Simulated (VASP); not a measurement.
These are HSE06 screened hybrid, VASP's PBE PAW potentials (set 64) (plane waves; VASP 6.6.1) values and carry that method's errors. For the first row: Numerical set-up: 520 eV cut-off, 6×6×6 Γ-centred mesh, Gaussian smearing of 0.050 eV, potentials Hg Te.

```tsv
system	energy (eV/atom)
HgTe (zinc blende)	-2.3780
Hg atom	-0.0518
Te atom	-1.7532
```

Atoms are spin-polarised in a large box without symmetry, with the spin fixed by Hund's rule, and may not be in the lowest state of each functional; no zero-point energy is added.  Spin-orbit coupling is left out, which shifts such energies by up to tenths of an eV for the heavy elements here.

Problem. What is the cohesive energy per atom of HgTe?

Solution. The references average (1×(-0.0518) + 1×(-1.7532))/2 = -0.9025 eV, so the cohesive energy is -0.9025 − (-2.3780) = 1.476 eV/atom.

The cell's shape comes from a PBE relaxation.
